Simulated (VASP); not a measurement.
These are r2SCAN meta-GGA, VASP's PBE PAW potentials (set 64) (plane waves; VASP 6.6.1) values and carry that method's errors.

Input for VASP

### INCAR
```
SYSTEM = CuI
PREC = Accurate
ENCUT = 400
EDIFF = 1E-7
NELM = 100
ALGO = Normal
LREAL = .FALSE.
LASPH = .TRUE.
ISMEAR = 0
SIGMA = 0.01
METAGGA = R2SCAN
LMIXTAU = .TRUE.
LMAXMIX = 4
LWAVE = .FALSE.
LCHARG = .FALSE.
LOPTICS = .TRUE.
LPEAD = .TRUE.
NBANDS = 39
NEDOS = 1001
CSHIFT = 0.1
```

KPOINTS:
```
K-points
0
G
  14 14 14
```

**POSCAR**
```
CuI
1
   -0.0000000000     3.0056885868     3.0056885868
    3.0056885868     0.0000000000     3.0056885868
    3.0056885868     3.0056885868     0.0000000000
Cu I
1 1
Direct
  0.2500000000   0.2500000000   0.2500000000
  0.0000000000   0.0000000000   0.0000000000
```

POTCAR, in this order: Cu I (PBE.64 set). Program: vasp_std.

Output of the run:

### OSZICAR
```
       N       E                     dE             d eps       ncg     rms          rms(c)
DAV:   1     0.738490798560E+02    0.73849E+02   -0.50392E+03  9604   0.408E+02
DAV:   2    -0.253759891889E+02   -0.99225E+02   -0.81619E+02  9318   0.135E+02
DAV:   3    -0.387538830018E+02   -0.13378E+02   -0.12784E+02  9826   0.397E+01
DAV:   4    -0.390842493317E+02   -0.33037E+00   -0.32982E+00  9968   0.628E+00
DAV:   5    -0.390919645693E+02   -0.77152E-02   -0.77145E-02 10268   0.103E+00    0.599E+00
DAV:   6    -0.361221131724E+02    0.29699E+01   -0.32627E+00 10700   0.273E+01    0.482E+00
DAV:   7    -0.357961096639E+02    0.32600E+00   -0.66965E-01 11402   0.161E+01    0.247E+00
DAV:   8    -0.357733940318E+02    0.22716E-01   -0.20964E-01  9727   0.692E+00    0.130E+00
DAV:   9    -0.357830825671E+02   -0.96885E-02   -0.57663E-02  9236   0.346E+00    0.220E-01
DAV:  10    -0.357759245190E+02    0.71580E-02   -0.27996E-02  9070   0.121E+00    0.848E-02
DAV:  11    -0.357901449027E+02   -0.14220E-01   -0.45807E-03  8938   0.326E-01    0.786E-02
DAV:  12    -0.357910690270E+02   -0.92412E-03   -0.22564E-04 10502   0.116E-01    0.812E-02
DAV:  13    -0.357915256011E+02   -0.45657E-03   -0.47871E-04  9560   0.262E-01    0.232E-02
DAV:  14    -0.357915448629E+02   -0.19262E-04   -0.40588E-05 10265   0.321E-02    0.677E-03
DAV:  15    -0.357915549533E+02   -0.10090E-04   -0.55257E-06  9289   0.141E-02    0.377E-03
DAV:  16    -0.357915539563E+02    0.99706E-06   -0.29535E-07  9872   0.292E-03    0.257E-03
DAV:  17    -0.357915545359E+02   -0.57964E-06   -0.23972E-07  9430   0.590E-03    0.932E-04
DAV:  18    -0.357915547100E+02   -0.17409E-06   -0.33520E-08  8582   0.795E-04    0.297E-04
DAV:  19    -0.357915547689E+02   -0.58841E-07   -0.28452E-09  5943   0.241E-04
   1 F= -.35791555E+02 E0= -.35791555E+02  d E =-.889051E-35
 imaginary and real dielectric function
```

File OUTCAR:
```
------------------------ aborting loop because EDIFF is reached ----------------------------------------
  FORCE on cell =-STRESS in cart. coord.  units (eV):
  Direction    XX          YY          ZZ          XY          YZ          ZX
  --------------------------------------------------------------------------------------
  Total       -0.0015694     -0.0015694     -0.0015694      0.0000000      0.0000000     -0.0000000
  in kB       -0.0462996     -0.0462996     -0.0462996      0.0000000      0.0000000     -0.0000000
  external PRESSURE =      -0.0462996 kB  Pullay stress =       0.0000000 kB
  volume of cell :       54.31
      direct lattice vectors                 reciprocal lattice vectors
     0.000000000  3.005688587  3.005688587    -0.166351232  0.166351232  0.166351232
     3.005688587  0.000000000  3.005688587     0.166351232 -0.166351232  0.166351232
     3.005688587  3.005688587  0.000000000     0.166351232  0.166351232 -0.166351232
  FREE ENERGIE OF THE ION-ELECTRON SYSTEM (eV)
  ---------------------------------------------------
  free  energy   TOTEN  =       -35.7915547689 eV

  energy  without entropy=      -35.7915547689  energy(sigma->0) =      -35.79155477

 plasma frequency squared (from intraband transitions) (eV^2)
  --------------------------------------------------------------------------------------
       0.000       0.000       0.000
       0.000       0.000       0.000
       0.000       0.000       0.000

 plasma frequency squared (from interband transitions, int dw w eps(2)(w)) (eV^2)
  --------------------------------------------------------------------------------------
     290.343       0.000      -0.000       0.000      -0.000      -0.000
      -0.000      -0.000     290.343       0.000       0.000       0.000
      -0.000       0.000       0.000      -0.000     290.343       0.000
```
(Selected blocks of OUTCAR.)

The structure comes from a measured CuI entry (F-43m) of the Crystallography Open Database, whose conditions weren't checked. It was relaxed first.
